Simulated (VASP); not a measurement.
Method: PBE GGA, VASP's PBE PAW potentials (set 64) (plane waves; VASP 6.6.1).

The input files of a VASP run:

KPOINTS:
```
Regular mesh
0
Gamma
 12 12 12
```

**POSCAR**
```
HfC
1
    0.0000000000     2.3200000000     2.3200000000
    2.3200000000     0.0000000000     2.3200000000
    2.3200000000     2.3200000000     0.0000000000
Hf C
1 1
Direct
  0.0000000000   0.0000000000   0.0000000000
  0.5000000000   0.5000000000   0.5000000000
```

### INCAR
```
ALGO = Normal
EDIFF = 1E-6
ENCUT = 520
GGA = PE
ISIF = 2
ISMEAR = 0
LASPH = .True.
LCHARG = .False.
LMAXMIX = 6
LREAL = .False.
LWAVE = .False.
NELECT = 14.5
NELM = 100
PREC = Accurate
SIGMA = 0.05
SYSTEM = HfC
```

POTCAR, in this order: Hf_pv C (PBE.64 set). Program: vasp_std.

Output

### OUTCAR
```
 ion  position               nearest neighbor table
   1  0.000  0.000  0.000-   2 2.32   2 2.32   2 2.32   2 2.32   2 2.32   2 2.32
   2  0.500  0.500  0.500-   1 2.32   1 2.32   1 2.32   1 2.32   1 2.32   1 2.32
  LATTYP: Found a face centered cubic cell.
 ALAT       =     4.6400000000
 Subroutine PRICEL returns:
 Original cell was already a primitive cell.
 Subroutine GETGRP returns: Found 48 space group operations
The static configuration has the point symmetry O_h .
The dynamic configuration has the point symmetry O_h .
 Subroutine INISYM returns: Found 48 space group operations
 Subroutine IBZKPT returns following result:
 Found     72 irreducible k-points:

 Following reciprocal coordinates:
            Coordinates               Weight
  0.000000  0.000000  0.000000      1.000000
  0.083333  0.000000  0.000000      8.000000
  0.166667  0.000000  0.000000      8.000000
  0.250000  0.000000  0.000000      8.000000
  0.333333  0.000000  0.000000      8.000000
  0.416667  0.000000  0.000000      8.000000
  0.500000  0.000000  0.000000      4.000000
  0.083333  0.083333  0.000000      6.000000
  0.166667  0.083333  0.000000     24.000000
...
```

OSZICAR:
```
       N       E                     dE             d eps       ncg     rms          rms(c)
DAV:   1     0.303627181053E+02    0.30363E+02   -0.78827E+03  1584   0.124E+03
DAV:   2    -0.190827494739E+02   -0.49445E+02   -0.46554E+02  2157   0.217E+02
DAV:   3    -0.209280807107E+02   -0.18453E+01   -0.18257E+01  2029   0.327E+01
DAV:   4    -0.209445734526E+02   -0.16493E-01   -0.16447E-01  1906   0.334E+00
DAV:   5    -0.209448106067E+02   -0.23715E-03   -0.23702E-03  2134   0.325E-01    0.584E+01
DAV:   6    -0.177374946038E+02    0.32073E+01   -0.18574E+01  1770   0.241E+01    0.443E+01
DAV:   7    -0.176978926150E+02    0.39602E-01   -0.50530E-01  1839   0.601E+00    0.260E+01
DAV:   8    -0.176921161556E+02    0.57765E-02   -0.52841E-02  1789   0.211E+00    0.569E+00
DAV:   9    -0.176868127873E+02    0.53034E-02   -0.24106E-02  1771   0.925E-01    0.164E+00
DAV:  10    -0.176866476310E+02    0.16516E-03   -0.70182E-04  1865   0.242E-01    0.359E-01
DAV:  11    -0.176866419742E+02    0.56568E-05   -0.16584E-04  1825   0.997E-02    0.748E-02
DAV:  12    -0.176866385121E+02    0.34621E-05   -0.12331E-05  1820   0.310E-02    0.528E-02
DAV:  13    -0.176866379600E+02    0.55216E-06   -0.42427E-07   918   0.733E-03
   1 F= -.17686638E+02 E0= -.17686384E+02  d E =-.508286E-03
```

OUTCAR:
```
------------------------ aborting loop because EDIFF is reached ----------------------------------------
  FORCE on cell =-STRESS in cart. coord.  units (eV):
  Direction    XX          YY          ZZ          XY          YZ          ZX
  --------------------------------------------------------------------------------------
  Total        4.1544008      4.1544008      4.1544008      0.0000000      0.0000000      0.0000000
  in kB      266.5170654    266.5170654    266.5170654      0.0000000      0.0000000      0.0000000
  external PRESSURE =     266.5170654 kB  Pullay stress =       0.0000000 kB
  volume of cell :       24.97
      direct lattice vectors                 reciprocal lattice vectors
     0.000000000  2.320000000  2.320000000    -0.215517241  0.215517241  0.215517241
     2.320000000  0.000000000  2.320000000     0.215517241 -0.215517241  0.215517241
     2.320000000  2.320000000  0.000000000     0.215517241  0.215517241 -0.215517241
 POSITION                                       TOTAL-FORCE (eV/Angst)
 -----------------------------------------------------------------------------------
      0.00000      0.00000      0.00000         0.000000     -0.000000      0.000000
      2.32000      2.32000      2.32000        -0.000000      0.000000     -0.000000
 -----------------------------------------------------------------------------------
    total drift:                                0.000000     -0.000000     -0.000000
  FREE ENERGIE OF THE ION-ELECTRON SYSTEM (eV)
  ---------------------------------------------------
  free  energy   TOTEN  =       -17.6866379600 eV

  energy  without entropy=      -17.6861296736  energy(sigma->0) =      -17.68638382
```
(Selected blocks of OUTCAR.)

The cell is charged, with a uniform compensating background.

The compound is HfC in the rock salt structure. The cell was not relaxed at this level. The run is one of a series of settings (ISMEAR = 0, NELECT = 14.5, SIGMA = 0.05 against the base run), some of them coarse on purpose.
